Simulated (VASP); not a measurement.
# Na2CdH4 (F-43m) in VASP: notebook, part 2 of 2

VASP 6.6.1. Earlier steps stand in the parts before.

### 3 Single point, PBE (random cell by space group and Wyckoff sites (F-43m, No. 216))

Input file INCAR:

```
PREC = Accurate
ENCUT = 520
EDIFF = 1E-6
ISMEAR = 0
SIGMA = 0.02
LREAL = F
LASPH = T
NELM = 100
ALGO = Normal
ISIF = 2
LWAVE = F
LCHARG = F
GGA = PE
NBANDS = 24
```

Input file KPOINTS:

```
regular mesh
0
Gamma
  6 6 6
```

Input file POSCAR:

```
Na2CdH4
1.0
    0.0000000000      3.6955386791      3.6955386791
    3.6955386791      0.0000000000      3.6955386791
    3.6955386791      3.6955386791      0.0000000000
Na Cd H
2 1 4
Direct
    0.7500000000      0.7500000000      0.7500000000
    0.0000000000      0.0000000000      0.0000000000
    0.5000000000      0.5000000000      0.5000000000
    0.3612956055      0.9161131834      0.3612956055
    0.3612956055      0.3612956055      0.3612956055
    0.9161131834      0.3612956055      0.3612956055
    0.3612956055      0.3612956055      0.9161131834
```

Potentials or basis: VASP PAW PBE potentials, release 64 (Na_pv, Cd, H).

Launch:

```console
> cat potpaw_PBE.64/Na_pv/POTCAR potpaw_PBE.64/Cd/POTCAR potpaw_PBE.64/H/POTCAR > POTCAR
> mpirun -np 1 vasp_std > vasp.out
```

OUTCAR:

```text
PREC = Accurate
   ENCUT = 520
   EDIFF = 1E-6
   ISMEAR = 0
   LREAL = F
   LASPH = T
   NELM = 100
   ISIF = 2
   GGA = PE

 ion  position               nearest neighbor table
   1  0.750  0.750  0.750-   3 3.20   3 3.20   3 3.20   3 3.20
   2  0.000  0.000  0.000-
   3  0.500  0.500  0.500-   4 1.78   6 1.78   7 1.78   5 1.78   1 3.20   1 3.20   1 3.20   1 3.20

   4  0.361  0.916  0.361-   3 1.78
   5  0.361  0.361  0.361-   3 1.78
   6  0.916  0.361  0.361-   3 1.78
   7  0.361  0.361  0.916-   3 1.78

  LATTYP: Found a face centered cubic cell.
 ALAT       =     7.3910773582

  Lattice vectors:

 A1 = (   0.0000000000,   3.6955386791,   3.6955386791)
 A2 = (   3.6955386791,   0.0000000000,   3.6955386791)
 A3 = (   3.6955386791,   3.6955386791,   0.0000000000)

Analysis of symmetry for initial positions (statically):
=====================================================================
 Subroutine PRICEL returns:
 Original cell was already a primitive cell.

 Routine SETGRP: Setting up the symmetry group for a
 face centered cubic supercell.

 Subroutine GETGRP returns: Found 24 space group operations
 (whereof 24 operations were pure point group operations)
 out of a pool of 48 trial point group operations.

The static configuration has the point symmetry T_d .

Analysis of symmetry for dynamics (positions and initial velocities):
=====================================================================
 Subroutine PRICEL returns:
 Original cell was already a primitive cell.

 Routine SETGRP: Setting up the symmetry group for a
 face centered cubic supercell.

 Subroutine GETGRP returns: Found 24 space group operations
 (whereof 24 operations were pure point group operations)
[... 121 lines left out ...]
   IMIX   =      4    mixing-type and parameters
     AMIX     =   0.40;   BMIX     =  1.00
     AMIX_MAG =   1.60;   BMIX_MAG =  1.00
  volume/ion in A,a.u.               =      14.42        97.31
  Fermi-wavevector in a.u.,A,eV,Ry     =   1.092515  2.064554 16.239771  1.193590
  Thomas-Fermi vector in A             =   2.228782
   LORBIT       =      0    0 simple, 1 ext, 2 COOP (PROOUT), +10 PAW based schemes
   GGA     = PE    functional components
   LHFCALC =     F    Hartree Fock is set to
   AEXX    =    0.0000 exact exchange contribution
   IVDW    =     0    specifies the selected vdW correction
   LEPSILON=     F    determine dielectric tensor
   LRPA    =     F    only Hartree local field effects (RPA)
 non-spin polarized calculation
 Gauss-broadening in eV      SIGMA  =   0.02
  energy-cutoff  :      520.00
  volume of cell :      100.94
 maximum number of plane-waves:      2764
   NGX = 19   NGY = 19   NGZ = 19

 number of electron      30.0000022 magnetization

 Free energy of the ion-electron system (eV)
  ---------------------------------------------------
  ext. energy  EPLUGINS =         0.00000000
  ---------------------------------------------------
  free energy    TOTEN  =       -15.66677127 eV

  energy without entropy =      -15.66677127  energy(sigma->0) =      -15.66677127

 E-fermi :  -0.3203     XC(G=0):  -8.0840

 val. band max:       -0.4688475623   @ k =   0.0000   0.0000   0.0000
 cond. band min:       1.9910180761   @ k =   0.3333   0.3333   0.0000
 fundamental gap:      2.4598656384
 Fermi energy:        -0.3203431887

 k-point     1 :       0.0000    0.0000    0.0000
  band No.  band energies     occupation
      1     -24.7032      2.00000
      2     -24.7032      2.00000
      3     -24.7032      2.00000
      4     -24.6054      2.00000
      5     -24.6054      2.00000
      6     -24.6054      2.00000
[... 421 lines left out ...]
     23       9.1892      0.00000
     24      10.1799      0.00000

------------------------ aborting loop because EDIFF is reached ----------------------------------------

  FORCE on cell =-STRESS in cart. coord.  units (eV):
  Direction    XX          YY          ZZ          XY          YZ          ZX
  --------------------------------------------------------------------------------------
  -------------------------------------------------------------------------------------
  Total        0.0455455      0.0455455      0.0455455      0.0000000      0.0000000      0.0000000
  in kB        0.7229245      0.7229245      0.7229245      0.0000000      0.0000000      0.0000000
  external PRESSURE =       0.7229245 kB  Pullay stress =       0.0000000 kB

 VOLUME and BASIS-vectors are now :
 -----------------------------------------------------------------------------
  energy-cutoff  :      520.00
  volume of cell :      100.94
      direct lattice vectors                 reciprocal lattice vectors
     0.000000000  3.695538679  3.695538679    -0.135298273  0.135298273  0.135298273
     3.695538679  0.000000000  3.695538679     0.135298273 -0.135298273  0.135298273
     3.695538679  3.695538679  0.000000000     0.135298273  0.135298273 -0.135298273

 POSITION                                       TOTAL-FORCE (eV/Angst)
 -----------------------------------------------------------------------------------
      5.54331      5.54331      5.54331        -0.000000     -0.000000     -0.000000
      0.00000      0.00000      0.00000        -0.000000     -0.000000     -0.000000
      3.69554      3.69554      3.69554        -0.000000     -0.000000     -0.000000
      4.72071      2.67036      4.72071         0.021077     -0.021077      0.021077
      2.67036      2.67036      2.67036        -0.021077     -0.021077     -0.021077
      2.67036      4.72071      4.72071        -0.021077      0.021077      0.021077
      4.72071      4.72071      2.67036         0.021077      0.021077     -0.021077
 -----------------------------------------------------------------------------------
    total drift:                               -0.000001     -0.000001     -0.000001

  FREE ENERGIE OF THE ION-ELECTRON SYSTEM (eV)
  ---------------------------------------------------
  free  energy   TOTEN  =       -15.6667712709 eV

  energy  without entropy=      -15.6667712709  energy(sigma->0) =      -15.66677127
```

stdout:

```text
POSCAR found type information on POSCAR NaCdH
 POSCAR found :  3 types and       7 ions
 scaLAPACK will be used
 LDA part: xc-table for (Slater+PW92), standard interpolation
 POSCAR, INCAR and KPOINTS ok, starting setup
 FFT: planning ... GRIDC
 FFT: planning ... GRID_SOFT
 FFT: planning ... GRID
 WAVECAR not read
 entering main loop
```

It took 33 s on 1 thread of Intel Xeon 6975P-C (Granite Rapids), shared host; peak memory 0.25 GiB.

Results:

| Item | Value |
| --- | --- |
| Free energy | -15.6668 eV |
| Pressure | 0.1 GPa |
| Largest force | 0.037 eV/Å |
| Band gap on the k mesh | 2.46 eV, indirect (least direct gap 3.07 eV) |

Forces in eV/Å, atoms in the order of the input:
```
Na   0.000  0.000  0.000
Na   0.000  0.000  0.000
Cd   0.000  0.000  0.000
H    0.021 -0.021  0.021
H   -0.021 -0.021 -0.021
H   -0.021  0.021  0.021
H    0.021  0.021 -0.021
```

Levels at points of the mesh, in eV from the valence-band top:
| k point | band 12 | band 13 | band 14 | band 15 | band 16 | band 17 | band 18 | band 19 |
| --- | --- | --- | --- | --- | --- | --- | --- | --- |
| (0.00, 0.00, 0.00) | -6.03 | 0.00 | 0.00 | 0.00 | 3.77 | 4.64 | 4.88 | 4.88 |
| (0.50, 0.00, 0.00) | -4.88 | -2.79 | -0.33 | -0.33 | 2.73 | 4.84 | 4.84 | 5.28 |
| (0.50, 0.50, 0.00) | -4.37 | -2.98 | -0.82 | -0.82 | 2.48 | 2.70 | 6.48 | 6.48 |

A k mesh can miss the band edges.

### 4 Relaxation of cell and atoms, PBE (random cell by space group and Wyckoff sites (F-43m, No. 216))

Input file INCAR:

```
SYSTEM = Na2CdH4
  PREC = Accurate
  ENCUT = 600
  EDIFF = 1E-6
  ISMEAR = 0
  SIGMA = 0.02
  LREAL = .False.
  LASPH = .True.
  NELM = 100
  ALGO = Fast
  ISIF = 3
  LWAVE = .False.
  LCHARG = .False.
  GGA = PE
  IBRION = 2
  NSW = 100
  EDIFFG = -0.01
```

Input file KPOINTS:

```
regular mesh
0
Gamma
  6 6 6
  0 0 0
```

Input file POSCAR:

```
Na2CdH4
1.0
    0.0000000000      3.6923015386      3.6923015386
    3.6923015386      0.0000000000      3.6923015386
    3.6923015386      3.6923015386      0.0000000000
Na Cd H
2 1 4
Direct
    0.7500000000      0.7500000000      0.7500000000
    0.0000000000      0.0000000000      0.0000000000
    0.5000000000      0.5000000000      0.5000000000
    0.3611888508      0.9164334477      0.3611888508
    0.3611888508      0.3611888508      0.3611888508
    0.9164334477      0.3611888508      0.3611888508
    0.3611888508      0.3611888508      0.9164334477
```

Launch:

```console
> cat potpaw_PBE.64/Na_pv/POTCAR potpaw_PBE.64/Cd/POTCAR potpaw_PBE.64/H/POTCAR > POTCAR
> mpirun -np 1 vasp_std > vasp.out
```

Wall time 60 s (1 thread of Intel Xeon 6975P-C (Granite Rapids), shared host); peak memory 0.28 GiB.

Results (log left out):

```yaml
Free_energy: -15.6681 eV
Relaxed_volume: 14.42 Å³/atom
Relaxed_cell: a = 5.226 Å, b = 5.226 Å, c = 5.226 Å, α = 60.00°, β = 60.00°, γ = 60.00°
Space_group_after_relaxing_to_0.05_Å: F-43m (No. 216)
Energy_gained_by_relaxing: 0.0 meV/atom
Ionic_steps: 3
Pressure_after_relaxing: 0.0 GPa
Largest_force_after_relaxing: 0.006 eV/Å
Band_gap_on_the_k_mesh: 2.45 eV, indirect (least direct gap 3.06 eV)
```

Forces on the atoms (eV/Å):
```
Na   0.000  0.000  0.000
Na   0.000  0.000  0.000
Cd   0.000  0.000  0.000
H    0.004 -0.004  0.004
H   -0.004 -0.004 -0.004
H   -0.004  0.004  0.004
H    0.004  0.004 -0.004
```

Step by step:
| step | energy change (eV) | largest force (eV/Å) | pressure (GPa) | volume (Å³) |
| --- | --- | --- | --- | --- |
| 1 | 0.0000 | 0.0358 | 0.15 | 100.67 |
| 2 | -0.0003 | 0.0120 | 0.02 | 100.88 |
| 3 | -0.0003 | 0.0061 | 0.02 | 100.93 |

Final structure:
```yaml
crystal:
  lattice:
    - [0.00000, 3.69539, 3.69539]
    - [3.69539, 0.00000, 3.69539]
    - [3.69539, 3.69539, 0.00000]
  atoms:
    - { symbol: Na, position: [0.75000, 0.75000, 0.75000] }
    - { symbol: Na, position: [0.00000, 0.00000, 0.00000] }
    - { symbol: Cd, position: [0.50000, 0.50000, 0.50000] }
    - { symbol: H, position: [0.36102, 0.91694, 0.36102] }
    - { symbol: H, position: [0.36102, 0.36102, 0.36102] }
    - { symbol: H, position: [0.91694, 0.36102, 0.36102] }
    - { symbol: H, position: [0.36102, 0.36102, 0.91694] }
```

Levels at points of the mesh, in eV from the valence-band top:
```tsv
k point	band 11	band 12	band 13	band 14	band 15	band 16	band 17	band 18	band 19
(0.00, 0.00, 0.00)	-7.16	-6.03	0.00	0.00	0.00	3.75	4.63	4.88	4.88
(0.50, 0.00, 0.00)	-7.16	-4.87	-2.80	-0.33	-0.33	2.72	4.84	4.84	5.28
(0.50, 0.50, 0.00)	-7.15	-4.36	-2.99	-0.83	-0.83	2.47	2.70	6.47	6.47
```

### 5 Summary

| task | cell | cutoff (eV) | gap on the mesh (eV) | pressure (GPa) | largest force (eV/Å) |
| --- | --- | --- | --- | --- | --- |
| single point | as given | 520 | 2.46 | 0.1 | 0.04 |
| single point | random cell by space group and Wyckoff sites (F-43m, No. 216) | 520 | 2.46 | 0.1 | 0.04 |
| relaxation of cell and atoms | relaxed from: random cell by space group and Wyckoff sites (F-43m, No. 216) | 600 | 2.45 | 0.0 | 0.01 |

Alike in all rows: level PBE; potentials or basis VASP PAW PBE potentials, release 64 (Na_pv, Cd, H); no spin polarisation; k mesh 6 × 6 × 6; smearing gaussian 0.02 eV.

Total energies depend on the potentials used, so only differences within one code and one set of settings carry meaning.
